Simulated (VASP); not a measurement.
Given:

```
Re
1.0
    1.39118    -2.40959     0.00000
    1.39118     2.40959     0.00000
    0.00000     0.00000     4.49613
Re
2
Direct
  0.33333   0.66667   0.25000
  0.66667   0.33333   0.75000
```

Computed with PBE GGA, VASP's PBE PAW potentials (set 64) (plane waves; VASP). Settings: 300 eV cut-off, 14×14×7 Γ-centred mesh, Gaussian smearing of 0.10 eV, potentials Re.

At this cut-off the stress carries a Pulay error, which pulls relaxed volumes low.

The ions, cell shape and volume are relaxed. Give the cell that the relaxation ends in.

```
Re
1.0
    1.38496    -2.39882     0.00000
    1.38496     2.39882     0.00000
    0.00000     0.00000     4.47265
Re
2
Direct
  0.33333   0.66667   0.25000
  0.66667   0.33333   0.75000
```
Space group P6_3/mmc (194), at a tolerance of 0.03 Å.

How do energy and volume change from the first to the last step?

The energy (σ→0) changes by -3.6 meV/atom and the volume by -1.4 %, in 10 ionic steps.

| step | E(σ→0) (eV) | max force (eV/Å) | pressure (GPa) | volume (Å³) |
|---|---|---|---|---|
| 1 | -24.8140 | 0.000 | -5.28 | 30.14 |
| 2 | -24.6939 | 0.000 | 25.59 | 28.03 |
| 3 | -24.8212 | 0.000 | -0.13 | 29.73 |
| 4 | -24.8212 | 0.000 | -0.10 | 29.72 |
| 5 | -24.8212 | 0.000 | 0.35 | 29.69 |
| 6 | -24.8212 | 0.000 | 0.10 | 29.71 |
| 7 | -24.8212 | 0.000 | -0.32 | 29.74 |
| 8 | -24.8212 | 0.000 | -0.04 | 29.72 |
| 9 | -24.8212 | 0.000 | -0.07 | 29.72 |
| 10 | -24.8212 | 0.000 | -0.03 | 29.72 |

The structure is a typed Re crystal (P6_3/mmc). This run relaxes it. Symmetry was kept, so distortions that lower it aren't found. The run is one of a series of settings (EDIFFG = -0.01, IBRION = 2, ISIF = 3, NSW = 50 against the base run), some of them coarse on purpose.
